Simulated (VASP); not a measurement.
Level of theory: vdW-DF2, VASP's PBE PAW potentials (set 64) (plane waves; VASP 6.6.1).

VASP input:

KPOINTS:
```
Automatic mesh
0
Gamma
11 11 11
0 0 0
```

### INCAR
```
! general
SYSTEM   = CoAl
PREC     = Accurate
ENCUT    = 520
LREAL    = .False.
LASPH    = .True.

! electronic loop
EDIFF    = 1E-6
NELM     = 100
ALGO     = Normal
LMAXMIX  = 4

! smearing
ISMEAR   = 1
SIGMA    = 0.1

! functional
GGA      = ML
LUSE_VDW = .True.
AGGAC    = 0.0
ZAB_VDW  = -1.8867

! ions
IBRION   = 2
NSW      = 60
ISIF     = 3
EDIFFG   = -0.01

! output
LWAVE    = .False.
LCHARG   = .False.
```

### POSCAR
```
CoAl
1.0
  2.8600000000   0.0000000000   0.0000000000
  0.0000000000   2.8600000000   0.0000000000
  0.0000000000   0.0000000000   2.8600000000
Al Co
1 1
Cartesian
  1.4300000000   1.4300000000   1.4300000000
  0.0000000000   0.0000000000   0.0000000000
```

POTCAR, in this order: Al Co (PBE.64 set). Program: vasp_std.

What VASP printed:

File OSZICAR:
```
       N       E                     dE             d eps       ncg     rms          rms(c)
DAV:   1     0.415359802468E+02    0.41536E+02   -0.53903E+03  1120   0.127E+03
DAV:   2    -0.654756991898E+01   -0.48084E+02   -0.45851E+02  1136   0.190E+02
DAV:   3    -0.776607641776E+01   -0.12185E+01   -0.12087E+01  1284   0.397E+01
DAV:   4    -0.779096514980E+01   -0.24889E-01   -0.24879E-01  1396   0.514E+00
DAV:   5    -0.779169340021E+01   -0.72825E-03   -0.72823E-03  1298   0.845E-01    0.106E+01
DAV:   6    -0.983664570830E+01   -0.20450E+01   -0.52012E+01  1270   0.108E+02    0.148E+01
DAV:   7    -0.664251167577E+01    0.31941E+01   -0.24953E+01  1238   0.703E+01    0.169E+00
DAV:   8    -0.663690468381E+01    0.56070E-02   -0.16134E-01  1166   0.379E+00    0.985E-01
DAV:   9    -0.662844658341E+01    0.84581E-02   -0.35531E-02  1346   0.299E+00    0.220E-01
DAV:  10    -0.662836709171E+01    0.79492E-04   -0.14252E-03  1520   0.504E-01    0.599E-02
DAV:  11    -0.662835282992E+01    0.14262E-04   -0.17164E-04  1454   0.182E-01    0.173E-02
DAV:  12    -0.662834936727E+01    0.34627E-05   -0.52309E-06  1244   0.305E-02    0.507E-03
DAV:  13    -0.662834912868E+01    0.23858E-06   -0.10795E-06   588   0.107E-02
   1 F= -.66283491E+01 E0= -.66281902E+01  d E =-.662835E+01
       N       E                     dE             d eps       ncg     rms          rms(c)
DAV:   1    -0.725452837762E+01   -0.62618E+00   -0.89861E+00  1198   0.519E+01    0.698E+00
DAV:   2    -0.843116650803E+01   -0.11766E+01   -0.29452E+01  1352   0.762E+01    0.107E+01
DAV:   3    -0.664632041902E+01    0.17848E+01   -0.11727E+01  1290   0.516E+01    0.128E+00
DAV:   4    -0.663968666755E+01    0.66338E-02   -0.61092E-02  1126   0.284E+00    0.796E-01
DAV:   5    -0.663274892932E+01    0.69377E-02   -0.18710E-02  1578   0.158E+00    0.107E-01
DAV:   6    -0.663274930588E+01   -0.37656E-06   -0.31148E-04  1262   0.246E-01    0.459E-02
DAV:   7    -0.663276291143E+01   -0.13606E-04   -0.10910E-05  1404   0.301E-02    0.112E-02
DAV:   8    -0.663276266610E+01    0.24533E-06   -0.65771E-06   944   0.372E-02
   2 F= -.66327627E+01 E0= -.66326970E+01  d E =-.441354E-02
       N       E                     dE             d eps       ncg     rms          rms(c)
DAV:   1    -0.676690644320E+01   -0.13414E+00   -0.17345E+00  1214   0.224E+01    0.321E+00
DAV:   2    -0.701068386310E+01   -0.24378E+00   -0.58128E+00  1284   0.349E+01    0.477E+00
DAV:   3    -0.664228910453E+01    0.36839E+00   -0.27409E+00  1238   0.239E+01    0.460E-01
DAV:   4    -0.664048805015E+01    0.18011E-02   -0.13082E-02  1132   0.107E+00    0.214E-01
DAV:   5    -0.663995527970E+01    0.53277E-03   -0.21961E-03  1606   0.602E-01    0.353E-02
DAV:   6    -0.663995789712E+01   -0.26174E-05   -0.77295E-05  1202   0.146E-01    0.858E-03
DAV:   7    -0.663995564311E+01    0.22540E-05   -0.11133E-05  1234   0.462E-02    0.487E-03
DAV:   8    -0.663995489390E+01    0.74922E-06   -0.11969E-06   560   0.164E-02
   3 F= -.66399549E+01 E0= -.66398590E+01  d E =-.116058E-01
```

**OUTCAR**
```
------------------------ aborting loop because EDIFF is reached ----------------------------------------
  FORCE on cell =-STRESS in cart. coord.  units (eV):
  Direction    XX          YY          ZZ          XY          YZ          ZX
  --------------------------------------------------------------------------------------
  Total        0.0051937      0.0051937      0.0051937     -0.0000000     -0.0000000      0.0000000
  in kB        0.3449517      0.3449517      0.3449517     -0.0000000     -0.0000000      0.0000000
  external PRESSURE =       0.3449517 kB  Pullay stress =       0.0000000 kB
  volume of cell :       24.12
      direct lattice vectors                 reciprocal lattice vectors
     2.889413803 -0.000000000  0.000000000     0.346090961  0.000000000 -0.000000000
    -0.000000000  2.889413803  0.000000000     0.000000000  0.346090961  0.000000000
     0.000000000 -0.000000000  2.889413803    -0.000000000 -0.000000000  0.346090961
 POSITION                                       TOTAL-FORCE (eV/Angst)
 -----------------------------------------------------------------------------------
      1.44471      1.44471      1.44471        -0.000000      0.000000     -0.000000
      0.00000      0.00000      0.00000         0.000000     -0.000000      0.000000
 -----------------------------------------------------------------------------------
    total drift:                               -0.000000      0.000000      0.000000
  FREE ENERGIE OF THE ION-ELECTRON SYSTEM (eV)
  ---------------------------------------------------
  free  energy   TOTEN  =        -6.6399548939 eV

  energy  without entropy=       -6.6396671217  energy(sigma->0) =       -6.63985897

 reached required accuracy - stopping structural energy minimisation
```
(Selected blocks of OUTCAR.)

### CONTCAR
```
CoAl
   1.00000000000000
     2.8894138030873693   -0.0000000000000000    0.0000000000000000
    -0.0000000000000000    2.8894138030873693    0.0000000000000000
     0.0000000000000000   -0.0000000000000000    2.8894138030873693
  Al              Co
     1     1
Direct
     0.5000000000000000    0.5000000000000000    0.5000000000000000
     0.0000000000000000    0.0000000000000000    0.0000000000000000
```

File OUTCAR:
```
 val. band max:       10.1501943996   @ k =   0.4545   0.3636   0.0000

 cond. band min:      10.1840720968   @ k =   0.4545   0.4545   0.2727


 Fermi energy:        10.1768767949

 k-point     1 :       0.0000    0.0000    0.0000
  band No.  band energies     occupation
      1      -0.6553      2.00000
      2       7.3886      2.00000
      3       7.3886      2.00000
      4       9.2525      2.00000
      5       9.2525      2.00000
      6       9.2525      2.00000
      7      15.8727      0.00000
      8      15.8727      0.00000
      9      15.8727      0.00000
     10      18.7846      0.00000

 k-point     2 :       0.0909    0.0000    0.0000
  band No.  band energies     occupation
      1      -0.5034      2.00000
      2       7.3700      2.00000
      3       7.4288      2.00000
      4       9.1750      2.00000
      5       9.1750      2.00000
      6       9.2606      2.00000
      7      14.5905      0.00000
      8      16.0837      0.00000
      9      16.0837      0.00000
     10      18.7695      0.00000

 k-point     3 :       0.1818    0.0000    0.0000
  band No.  band energies     occupation
      1      -0.0514      2.00000
      2       7.2371      2.00000
      3       7.5388      2.00000
      4       8.9804      2.00000
      5       8.9804      2.00000
      6       9.2823      2.00000
      7      12.6985      0.00000
      8      16.6810      0.00000
      9      16.6810      0.00000
     10      18.7254      0.00000

 k-point     4 :       0.2727    0.0000    0.0000
  band No.  band energies     occupation
      1       0.6882      2.00000
      2       6.7471      2.00000
      3       7.6886      2.00000
      4       8.7496      2.00000
      5       8.7496      2.00000
      6       9.3109      2.00000
      7      11.2485     -0.00000
      8      17.5901      0.00000
      9      17.5901      0.00000
     10      18.6590      0.00000

 k-point     5 :       0.3636    0.0000    0.0000
...
```

Energy and stress use the plane-wave basis of the starting cell.

The compound is CoAl in the CsCl type structure. This run relaxes it. Symmetry was kept, so distortions that lower it aren't found. The run is not spin-polarised, so no magnetic state was tried.
